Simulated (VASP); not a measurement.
Given:

```
Tl
1.0
    3.43404     0.00000     0.00000
   -1.71702     2.97397     0.00000
    0.00000     0.00000    26.28996
Tl
4
Cartesian
  1.71702   0.99132  11.81007
  0.00000   1.98265   9.06247
  1.71702   0.99132  17.22749
  0.00000   1.98265  14.47989
```

Calculation: PBEsol GGA, VASP's PBE PAW potentials (set 64) (plane waves; VASP). Settings: PREC = Normal, 400 eV cut-off, 9×9×1 Γ-centred mesh, first-order Methfessel-Paxton smearing of 0.10 eV, potentials Tl_d.

Unless said otherwise, spin-orbit coupling is left out, though it shifts the bands of the heavy elements here.

Question: Estimate the energy per atom (σ→0), band gap (on the k-mesh) with the smallest direct gap where there is one.

Answer: 
| Item | Value |
|---|---|
| band gap (on the k-mesh) | none (metal, semimetal or under 0.01 eV) |
| energy per atom (σ→0) | -2.515 eV/atom |

Only differences to runs with the same potentials and settings are physical.

The cell is a thin slab with vacuum, built from Tl (hcp): (001) face.
